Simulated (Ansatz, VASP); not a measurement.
Al3Te3H in VASP and in Ansatz

```
Al Te H
1.0
     5.58836    0.00000    0.00000
     0.00000    5.58836    0.00000
     0.00000    0.00000    5.58836
Al Te H
3 3 1
Direct
  0.00000 0.50000 0.50000
  0.50000 0.00000 0.50000
  0.50000 0.50000 0.00000
  0.50000 0.00000 0.00000
  0.00000 0.50000 0.00000
  0.00000 0.00000 0.50000
  0.50000 0.50000 0.50000
```

Alike in both runs: functional PBE; k mesh 8 × 8 × 8; occupations gaussian, width 0.1 eV; no spin polarisation.

Ansatz relaxed the structure, and its values are those at the end. VASP's run is a single point on that final structure, the one shown.

|  | VASP | Ansatz |
| --- | --- | --- |
| version | VASP 6.6.1 | Ansatz 0.2.0 |
| potentials or method | VASP PAW PBE potentials, release 64 (Al, Te, H) | scalar-relativistic, plane waves, PAW |
| plane-wave cutoff (eV) | 520 | 420 |
| valence electrons in the cell | 28 | 58 |

|  | VASP | Ansatz | Ansatz less VASP |
| --- | --- | --- | --- |
| gap on the k mesh at the Fermi level (eV) | none | none | - |
| pressure (GPa) | 0.0 | 0.0 | -0.03 |

A gap of «none» marks a metal or a gap that the smearing closes. The two sets of potentials don't hold the same shells in valence.

Spin-orbit coupling is left out, which matters for the levels of Te.
